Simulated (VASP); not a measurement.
# Ti2RuC3 (P-3m1) in VASP: density of states with PBE

Aim: the density of states of Ti2RuC3 with PBE.

Program: VASP 6.6.1. These are calculated values, not measurements. Logs are shortened: lines on timing, memory, paths and dates and some standing lists are left out, and cuts for length are marked.

## (1) The crystal as given

Symmetry: P-3m1, No. 164, trigonal system. Conventional cell: a = 3.109 Å, b = 3.109 Å, c = 7.221 Å, α = 90.00°, β = 90.00°, γ = 120.00°. Ti (site symmetry 3m) has 6 C at 2.16 to 2.19 Å as nearest neighbours. Ru (site symmetry -3m) has 6 C at 2.13 Å as nearest neighbours. C (site symmetry 3m) has 3 Ru at 2.13 Å and 3 Ti at 2.16 Å as nearest neighbours. Around C (site symmetry -3m) lie 6 Ti at 2.19 Å.

The cell was built by a generator and needn't be a form met in nature.

## (2) Density of states, PBE

POSCAR reads:

```
Ti2RuC3                                 
1.0
    3.1094435276      0.0000000000      0.0000000000
   -1.5547217638      2.6928570841      0.0000000000
    0.0000000000      0.0000000000      7.2207899633
  Ti              Ru              C             
     2     1     3
Direct
     0.3333333300000021    0.6666666699999979    0.6733400195547219
     0.6666666699999979    0.3333333300000021    0.3266599804452781
     0.0000000000000000    0.0000000000000000    0.0000000000000000
     0.3333333300000021    0.6666666699999979    0.1597094460337516
     0.6666666699999979    0.3333333300000021    0.8402905539662484
     0.0000000000000000    0.0000000000000000    0.5000000000000000
```

INCAR.step1 reads:

```
SYSTEM = Ti2RuC3
  PREC = Accurate
  ENCUT = 520
  EDIFF = 1E-6
  ISMEAR = 0
  SIGMA = 0.1
  LREAL = .False.
  LASPH = .True.
  NELM = 60
  ALGO = Fast
  ISIF = 2
  LWAVE = .False.
  LCHARG = .True.
  LMAXMIX = 4
  GGA = PE
  KPAR = 4
```

KPOINTS.step1 reads:

```
Automatic mesh
0
Gamma
  12 12 4
  0 0 0
```

INCAR.step2 reads:

```
SYSTEM = Ti2RuC3
  PREC = Accurate
  ENCUT = 520
  EDIFF = 1E-6
  ISMEAR = -5
  SIGMA = 0.1
  LREAL = .False.
  LASPH = .True.
  NELM = 60
  ALGO = Fast
  ISIF = 2
  LWAVE = .False.
  LCHARG = .False.
  LMAXMIX = 4
  GGA = PE
  LORBIT = 11
  KPAR = 4
  NEDOS = 2001
  ICHARG = 11
```

KPOINTS.step2 reads:

```
Automatic mesh
0
Gamma
  18 18 6
  0 0 0
```

Potentials or basis: VASP PAW PBE potentials, release 64 (Ti_sv, Ru_pv, C).

Launch:

```console
$ cat potpaw_PBE.64/Ti_sv/POTCAR potpaw_PBE.64/Ru_pv/POTCAR potpaw_PBE.64/C/POTCAR > POTCAR
$ cp INCAR.step1 INCAR
$ cp KPOINTS.step1 KPOINTS
$ mpirun -np 4 vasp_std > vasp.out
$ cp INCAR.step2 INCAR
$ cp KPOINTS.step2 KPOINTS
$ mpirun -np 4 vasp_std > vasp.out
```

OUTCAR:

```text
SYSTEM = Ti2RuC3
   PREC = Accurate
   ENCUT = 520
   EDIFF = 1E-6
   ISMEAR = -5
   LREAL = .False.
   LASPH = .True.
   NELM = 60
   ISIF = 2
   GGA = PE
   LORBIT = 11
   ICHARG = 11

 ion  position               nearest neighbor table
   1  0.333  0.667  0.673-   5 2.16   5 2.16   5 2.16   6 2.19   6 2.19   6 2.19   3 2.96   3 2.96
                             3 2.96
   2  0.667  0.333  0.327-   4 2.16   4 2.16   4 2.16   6 2.19   6 2.19   6 2.19   3 2.96   3 2.96
                             3 2.96
   3  0.000  0.000  0.000-   4 2.13   5 2.13   4 2.13   5 2.13   5 2.13   4 2.13   1 2.96   2 2.96
                             1 2.96   2 2.96   1 2.96   2 2.96
   4  0.333  0.667  0.160-   3 2.13   3 2.13   3 2.13   2 2.16   2 2.16   2 2.16
   5  0.667  0.333  0.840-   3 2.13   3 2.13   3 2.13   1 2.16   1 2.16   1 2.16
   6  0.000  0.000  0.500-   1 2.19   2 2.19   1 2.19   2 2.19   2 2.19   1 2.19

  LATTYP: Found a hexagonal cell.
 ALAT       =     3.1094435276
 C/A-ratio  =     2.3222129295

  Lattice vectors:

 A1 = (   3.1094435276,   0.0000000000,   0.0000000000)
 A2 = (  -1.5547217638,   2.6928570841,   0.0000000000)
 A3 = (   0.0000000000,   0.0000000000,   7.2207899633)

Analysis of symmetry for initial positions (statically):
=====================================================================
 Subroutine PRICEL returns:
 Original cell was already a primitive cell.

 Routine SETGRP: Setting up the symmetry group for a
 hexagonal supercell.

 Subroutine GETGRP returns: Found 12 space group operations
 (whereof 12 operations were pure point group operations)
 out of a pool of 24 trial point group operations.

The static configuration has the point symmetry D_3d.

Analysis of symmetry for dynamics (positions and initial velocities):
=====================================================================
 Subroutine PRICEL returns:
 Original cell was already a primitive cell.

 Routine SETGRP: Setting up the symmetry group for a
 hexagonal supercell.

 Subroutine GETGRP returns: Found 12 space group operations
 (whereof 12 operations were pure point group operations)
 out of a pool of 24 trial point group operations.

The dynamic configuration has the point symmetry D_3d.

 Subroutine INISYM returns: Found 12 space group operations
 (whereof 12 operations are pure point group operations),
 and found     1 'primitive' translations

----------------------------------------------------------------------------------------

                                     Primitive cell

  volume of cell :      60.4617

  direct lattice vectors                    reciprocal lattice vectors
     3.109443528  0.000000000  0.000000000     0.321600952  0.185676397  0.000000000
    -1.554721764  2.692857084  0.000000000     0.000000000  0.371352793  0.000000000
     0.000000000  0.000000000  7.220789963     0.000000000  0.000000000  0.138489003

  length of vectors
     3.109443528  3.109443525  7.220789963     0.371352793  0.371352793  0.138489003

  position of ions in fractional coordinates (direct lattice)
     0.333333330  0.666666670  0.673340020
     0.666666670  0.333333330  0.326659980
     0.000000000  0.000000000  0.000000000
     0.333333330  0.666666670  0.159709446
     0.666666670  0.333333330  0.840290554
     0.000000000  0.000000000  0.500000000

  ion indices of the primitive-cell ions
   primitive index   ion index
                 1           1
                 2           2
                 3           3
                 4           4
                 5           5
                 6           6

----------------------------------------------------------------------------------------

 KPOINTS: Automatic mesh

Automatic generation of k-mesh.
 Grid dimensions read from file:
 generate k-points for:   18   18    6

 Generating k-lattice:

  Cartesian coordinates                     Fractional coordinates (reciprocal lattice)
     0.017866720  0.010315355  0.000000000     0.055555556  0.000000000  0.000000000
     0.000000000  0.020630711  0.000000000     0.000000000  0.055555556  0.000000000
     0.000000000  0.000000000  0.023081500     0.000000000  0.000000000  0.166666667

  Length of vectors
     0.020630711  0.020630711  0.023081500

  Shift w.r.t. Gamma in fractional coordinates (k-lattice)
     0.000000000  0.000000000  0.000000000

 TETIRR: Found   2825 inequivalent tetrahedra from    11664

 Subroutine IBZKPT returns following result:
 ===========================================

 Found    202 irreducible k-points:

 Following reciprocal coordinates:
            Coordinates               Weight
  0.000000  0.000000  0.000000      1.000000
  0.055556 -0.000000  0.000000      6.000000
  0.111111 -0.000000  0.000000      6.000000
  0.166667 -0.000000  0.000000      6.000000
  0.222222 -0.000000  0.000000      6.000000
  0.277778 -0.000000  0.000000      6.000000
[... 16 lines left out ...]
  0.333333  0.111111  0.000000     12.000000
  0.388889  0.111111  0.000000     12.000000
 [... further k-points ...]
   k-points           NKPTS =    202   k-points in BZ     NKDIM =    202   number of bands    NBANDS=     30
   number of dos      NEDOS =   2001   number of ions     NIONS =      6
   total plane-waves  NPLWV =  31104
   dimension x,y,z NGX =    24 NGY =   24 NGZ =   54
   dimension x,y,z NGXF=    48 NGYF=   48 NGZF=  108
   ions per type =               2   1   3
   NGX,Y,Z   is equivalent  to a cutoff of  12.83, 12.83, 12.43 a.u.
   NGXF,Y,Z  is equivalent  to a cutoff of  25.66, 25.66, 24.87 a.u.
 SYSTEM =  Ti2RuC3
   PREC   = accura    normal or accurate (medium, high low for compatibility)
   ISTART =      0    job   : 0-new  1-cont  2-samecut
   ICHARG =     11    charge: 1-file 2-atom 10-const
   ISPIN  =      1    spin polarized calculation?
   LNONCOLLINEAR =      F non collinear calculations
   LSORBIT =      F    spin-orbit coupling
   LASPH  =      T    aspherical Exc in radial PAW
   ENCUT  =  520.0 eV  38.22 Ry    6.18 a.u.   5.78  5.78 13.43*2*pi/ulx,y,z
   NELM   =     60;   NELMIN=  2; NELMDL=  0     # of ELM steps
   EDIFF  = 0.1E-05   stopping-criterion for ELM
   LREAL  =      F    real-space projection
   EDIFFG = 0.1E-04   stopping-criterion for IOM
   NSW    =      0    number of steps for IOM
   IBRION =     -1    ionic relax: 0-MD 1-quasi-New 2-CG
   NFREE  =      0    steps in history (QN), initial steepest desc. (CG)
   ISIF   =      2    stress and relaxation
   ISYM   =      2    0-nonsym 1-usesym 2-fastsym
   POTIM  = 0.5000    time-step for ionic-motion
   TEBEG  =    0.0;   TEEND  =   0.0 temperature during run
   PSTRESS=    0.0 pullay stress
   NELECT =      50.0000    total number of electrons
   NUPDOWN=      -1.0000    fix difference up-down
   EMIN   =  10.00;   EMAX   =-10.00  energy-range for DOS
   EFERMI =   0.00;   METHOD = LEGACY
   ISMEAR =    -5;   SIGMA  =   0.10  broadening in eV -4-tet -1-fermi 0-gaus
   EFERMI_NEDOS =   21; number of points for ismear=-14 and -15
   IALGO  =     68    algorithm
   IMIX   =      4    mixing-type and parameters
     AMIX     =   0.40;   BMIX     =  1.00
     AMIX_MAG =   1.60;   BMIX_MAG =  1.00
  volume/ion in A,a.u.               =      10.08        68.00
  Fermi-wavevector in a.u.,A,eV,Ry     =   1.536637  2.903823 32.126799  2.361253
  Thomas-Fermi vector in A             =   2.643258
   LORBIT       =     11    0 simple, 1 ext, 2 COOP (PROOUT), +10 PAW based schemes
   GGA     = PE    functional components
   LHFCALC =     F    Hartree Fock is set to
   AEXX    =    0.0000 exact exchange contribution
   IVDW    =     0    specifies the selected vdW correction
   LEPSILON=     F    determine dielectric tensor
   LRPA    =     F    only Hartree local field effects (RPA)
 non-spin polarized calculation
 RMM-DIIS sequential band-by-band and
 Fermi weights with tetrahedron method with Bloechl corrections
  energy-cutoff  :      520.00
  volume of cell :       60.46
 maximum number of plane-waves:      1644

 number of electron      49.9999996 magnetization

 Free energy of the ion-electron system (eV)
  ---------------------------------------------------
  ext. energy  EPLUGINS =         0.00000000
  ---------------------------------------------------
  free energy    TOTEN  =       -54.18473582 eV

  energy without entropy =      -54.18473582  energy(sigma->0) =      -54.18473582

 E-fermi :  10.5675     XC(G=0): -13.0430

 val. band max:       10.8788290831   @ k =   0.0000   0.0000   0.0000
 cond. band min:      10.5337188064   @ k =   0.0000   0.3333   0.1667
 fundamental gap:     -0.3451102766
 Fermi energy:        10.5674605718

 k-point     1 :       0.0000    0.0000    0.0000
  band No.  band energies     occupation
      1     -46.5473      2.00000
      2     -46.5146      2.00000
      3     -32.9308      2.00000
      4     -32.6723      2.00000
      5     -32.6723      2.00000
      6     -23.0058      2.00000
[... 22 lines left out ...]
     29      11.6724      0.00000
     30      11.6735      0.00000

 k-point     2 :       0.0556   -0.0000    0.0000
  band No.  band energies     occupation
      1     -46.5459      2.00000
      2     -46.5136      2.00000
      3     -32.9298      2.00000
      4     -32.6788      2.00000
      5     -32.6738      2.00000
      6     -23.0026      2.00000
[... 22 lines left out ...]
     29      11.9648      0.00000
     30      12.2487      0.00000

 k-point     3 :       0.1111   -0.0000    0.0000
  band No.  band energies     occupation
      1     -46.5417      2.00000
      2     -46.5107      2.00000
      3     -32.9269      2.00000
      4     -32.6977      2.00000
      5     -32.6783      2.00000
      6     -22.9933      2.00000
[... 22 lines left out ...]
     29      12.2332      0.00000
     30      12.2647      0.00000

 k-point     4 :       0.1667   -0.0000    0.0000
  band No.  band energies     occupation
      1     -46.5353      2.00000
      2     -46.5064      2.00000
      3     -32.9224      2.00000
      4     -32.7266      2.00000
      5     -32.6852      2.00000
      6     -22.9791      2.00000
[... 22 lines left out ...]
     29      12.3787      0.00000
     30      12.5136      0.00000

 k-point     5 :       0.2222   -0.0000    0.0000
  band No.  band energies     occupation
      1     -46.5273      2.00000
      2     -46.5012      2.00000
      3     -32.9169      2.00000
      4     -32.7618      2.00000
      5     -32.6937      2.00000
      6     -22.9621      2.00000
[... 22 lines left out ...]
     29      12.4898      0.00000
     30      12.7063      0.00000
[... 526 lines left out ...]
     29      12.5940      0.00000
     30      12.8340      0.00000

 k-point    22 :       0.2778    0.1111    0.0000
  band No.  band energies     occupation
      1     -46.5078      2.00000
      2     -46.4899      2.00000
      3     -32.9040      2.00000
      4     -32.8330      2.00000
      5     -32.7235      2.00000
      6     -22.9359      2.00000
[... 22 lines left out ...]
     29      12.5879      0.00000
     30      12.8655      0.00000

 k-point    23 :       0.3333    0.1111    0.0000
  band No.  band energies     occupation
      1     -46.5008      2.00000
      2     -46.4867      2.00000
      3     -32.8999      2.00000
      4     -32.8573      2.00000
      5     -32.7322      2.00000
      6     -22.9488      2.00000
[... 22 lines left out ...]
     29      12.6507      0.00000
     30      12.8877      0.00000

 k-point    24 :       0.3889    0.1111    0.0000
  band No.  band energies     occupation
      1     -46.4959      2.00000
      2     -46.4850      2.00000
      3     -32.8972      2.00000
      4     -32.8730      2.00000
      5     -32.7379      2.00000
      6     -22.9681      2.00000
[... 22 lines left out ...]
     29      12.8030      0.00000
     30      12.9061      0.00000

 [... further k-points ...]

------------------------ aborting loop because EDIFF is reached ----------------------------------------

  FORCE on cell =-STRESS in cart. coord.  units (eV):
  Direction    XX          YY          ZZ          XY          YZ          ZX
  --------------------------------------------------------------------------------------
  -------------------------------------------------------------------------------------
  Total       -0.0429335     -0.0429335     -0.0216311      0.0000000      0.0000000      0.0000000
  in kB       -1.1376952     -1.1376952     -0.5732029      0.0000000      0.0000000      0.0000000
  external PRESSURE =      -0.9495311 kB  Pullay stress =       0.0000000 kB

 VOLUME and BASIS-vectors are now :
 -----------------------------------------------------------------------------
  energy-cutoff  :      520.00
  volume of cell :       60.46
      direct lattice vectors                 reciprocal lattice vectors
     3.109443528  0.000000000  0.000000000     0.321600952  0.185676397  0.000000000
    -1.554721764  2.692857084  0.000000000     0.000000000  0.371352793  0.000000000
     0.000000000  0.000000000  7.220789963     0.000000000  0.000000000  0.138489003

 POSITION                                       TOTAL-FORCE (eV/Angst)
 -----------------------------------------------------------------------------------
     -0.00000      1.79524      4.86205        -0.000000     -0.000000      0.017221
      1.55472      0.89762      2.35874        -0.000000      0.000000     -0.017221
      0.00000      0.00000      0.00000         0.000000      0.000000      0.000000
     -0.00000      1.79524      1.15323         0.000000     -0.000000      0.005920
      1.55472      0.89762      6.06756         0.000000      0.000000     -0.005920
      0.00000      0.00000      3.61039         0.000000      0.000000      0.000000
 -----------------------------------------------------------------------------------
    total drift:                                0.000000     -0.000000      0.000000

  FREE ENERGIE OF THE ION-ELECTRON SYSTEM (eV)
  ---------------------------------------------------
  free  energy   TOTEN  =       -54.1847358161 eV

  energy  without entropy=      -54.1847358161  energy(sigma->0) =      -54.18473582

 total charge

# of ion       s       p       d       tot
------------------------------------------
    1        2.186   6.230   1.950  10.366
    2        2.186   6.230   1.950  10.366
    3        0.346   6.365   6.048  12.759
    4        0.888   1.487   0.000   2.375
    5        0.888   1.487   0.000   2.375
    6        0.888   1.496   0.000   2.384
--------------------------------------------------
tot          7.382  23.294   9.948  40.624
```

It took 1.9 min on 4 MPI ranks of Intel Xeon 6975P-C (Granite Rapids), shared host; peak memory 0.42 GiB.

Results:

* Valence electrons inside the program's atomic spheres: Ti 10.37; Ru 12.76; C 2.38

Levels at points of the mesh, in eV from the Fermi level:
```tsv
k point	band 22	band 23	band 24	band 25	band 26	band 27	band 28	band 29
(0.00, 0.00, 0.00)	-2.32	-0.84	0.31	0.31	0.70	0.70	1.09	1.10
(0.50, 0.00, 0.00)	-3.12	-1.06	-0.67	-0.60	-0.15	1.22	1.43	1.65
(0.00, 0.00, 0.50)	-1.96	-1.86	-1.86	-1.82	0.67	0.67	0.98	1.61
(0.50, 0.00, 0.50)	-2.43	-2.11	-0.91	-0.64	0.27	0.35	2.22	2.37
```

States per cell in windows of 0.5 eV (zero at the Fermi level; states under -8 eV left out):
```
from (eV)  total  Ru3_d  Ti1_d  Ti2_d  C4_p  C5_p  C6_p
     -8.0   0.00   0.00   0.00   0.00  0.00  0.00  0.00
     -7.5   0.10   0.02   0.00   0.00  0.01  0.01  0.00
     -7.0   0.52   0.12   0.01   0.01  0.04  0.04  0.01
     -6.5   1.06   0.28   0.03   0.03  0.09  0.09  0.02
     -6.0   1.47   0.44   0.04   0.04  0.13  0.13  0.02
     -5.5   2.35   0.85   0.08   0.08  0.23  0.23  0.03
     -5.0   1.89   0.52   0.09   0.09  0.17  0.17  0.05
     -4.5   1.82   0.35   0.11   0.11  0.15  0.15  0.10
     -4.0   1.67   0.27   0.16   0.16  0.12  0.12  0.13
     -3.5   2.88   0.36   0.38   0.38  0.15  0.15  0.34
     -3.0   2.03   0.25   0.30   0.30  0.09  0.09  0.26
     -2.5   1.48   0.24   0.22   0.22  0.05  0.05  0.24
     -2.0   0.71   0.14   0.09   0.09  0.04  0.04  0.10
     -1.5   1.32   0.46   0.11   0.11  0.07  0.07  0.10
     -1.0   1.08   0.50   0.06   0.06  0.06  0.06  0.07
     -0.5   1.73   0.94   0.14   0.14  0.08  0.08  0.03
      0.0   1.79   0.65   0.24   0.24  0.11  0.11  0.04
      0.5   0.92   0.17   0.25   0.25  0.03  0.03  0.01
      1.0   1.56   0.26   0.37   0.37  0.09  0.09  0.04
      1.5   2.05   0.22   0.67   0.67  0.06  0.06  0.04
      2.0   3.06   0.29   1.10   1.10  0.07  0.07  0.04
      2.5   0.61   0.07   0.22   0.22  0.01  0.01  0.01
      3.0   0.00   0.00   0.00   0.00  0.00  0.00  0.00
      3.5   0.00   0.00   0.00   0.00  0.00  0.00  0.00
      4.0   0.00   0.00   0.00   0.00  0.00  0.00  0.00
      4.5   0.00   0.00   0.00   0.00  0.00  0.00  0.00
      5.0   0.00   0.00   0.00   0.00  0.00  0.00  0.00
      5.5   0.00   0.00   0.00   0.00  0.00  0.00  0.00
```

Caveat: tetrahedron occupations give inexact forces and stress in metals.
